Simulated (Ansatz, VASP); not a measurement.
# W8SeS15 (a cell with a defect) (Tungstenite): VASP beside Ansatz

```
W Se S
1.0
     6.36000    0.00000    0.00000
    -3.18000    5.50792    0.00000
     0.00000    0.00000   12.50000
W Se S
8 1 15
Direct
  0.16667 0.33333 0.25000
  0.16667 0.83333 0.25000
  0.66667 0.33333 0.25000
  0.66667 0.83333 0.25000
  0.33333 0.16667 0.75000
  0.33333 0.66667 0.75000
  0.83333 0.16667 0.75000
  0.83333 0.66667 0.75000
  0.16667 0.33333 0.62500
  0.16667 0.83333 0.62500
  0.66667 0.33333 0.62500
  0.66667 0.83333 0.62500
  0.33333 0.16667 0.12500
  0.33333 0.66667 0.12500
  0.83333 0.16667 0.12500
  0.83333 0.66667 0.12500
  0.16667 0.33333 0.87500
  0.16667 0.83333 0.87500
  0.66667 0.33333 0.87500
  0.66667 0.83333 0.87500
  0.33333 0.16667 0.37500
  0.33333 0.66667 0.37500
  0.83333 0.16667 0.37500
  0.83333 0.66667 0.37500
```

Alike in both runs: task electric field gradients; functional PBE; k mesh 4 × 4 × 2; occupations fermi-dirac, width 0.01 eV; no spin polarisation.

|  | VASP | Ansatz |
| --- | --- | --- |
| version | VASP 6.6.1 | Ansatz 0.2.0 |
| potentials or method | VASP PAW PBE potentials, release 64 (W_sv, Se, S) | plane-wave PAW, scalar-relativistic |
| plane-wave cutoff (eV) | 520 | 420 |
| valence electrons in the cell | 208 | 218 |

Ansatz gave:

```
gap on the k mesh at the Fermi level (eV)                      : 1.17
pressure (GPa)                                                 : 4.0
largest component of the traceless stress (GPa)                : 1.60
rms of the force components (eV/Å)                             : 0.519
Vzz of the field gradient on the site that differs most (V/Å²) : -192.3
```

Q: What did VASP give for the same quantities?

A: gap on the k mesh at the Fermi level (eV): 1.18; pressure (GPa): 4.0; largest component of the traceless stress (GPa): 1.61; rms of the force components (eV/Å): 0.529; Vzz of the field gradient on the site that differs most (V/Å²): -169.3.

Atom by atom the forces differ by 0.011 eV/Å (rms over components). With one functional, cell and mesh, what is left measures potentials, basis and numerics. The two sets of potentials don't hold the same shells in valence. Ansatz warned: «gradients_without_spin_orbit».

Caveats: spin-orbit coupling is left out, which moves the levels of the heavy elements.
